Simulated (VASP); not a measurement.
Here is the system:

```
CELL_PARAMETERS angstrom
      4.36036     0.00000     0.00000
     -2.18018     3.77619     0.00000
      0.00000     0.00000     2.65204
ATOMIC_POSITIONS crystal
  Re 0.00000 0.00000 0.00000
  Re 0.33333 0.66667 0.50000
  Re 0.66667 0.33333 0.50000
```

Computed with PBE GGA, VASP's PBE PAW potentials (set 64) (plane waves; VASP). Numerical set-up: 300 eV cut-off, 7×7×9 Γ-centred mesh, Gaussian smearing of 0.27 eV, potentials Re.

At this cut-off the stress carries a Pulay error, which pulls relaxed volumes low. Unless said otherwise, spin-orbit coupling is left out, though it shifts the bands of the heavy elements here.

Problem. Predict the energy per atom (σ→0), pressure, band gap (on the k-mesh) with the smallest direct gap where there is one.

Solution. 
- band gap (on the k-mesh): none (metal, semimetal or under 0.01 eV)
- energy per atom (σ→0): -12.202 eV/atom
- pressure: 13.84 GPa

Total energies compare only between runs with the same potentials, cut-off and functional.

The structure was generated: Re was put into an ordered model structure, which need not be its known phase. The cell was not relaxed at this level. VASP warned that the highest band is occupied, so more bands are needed.
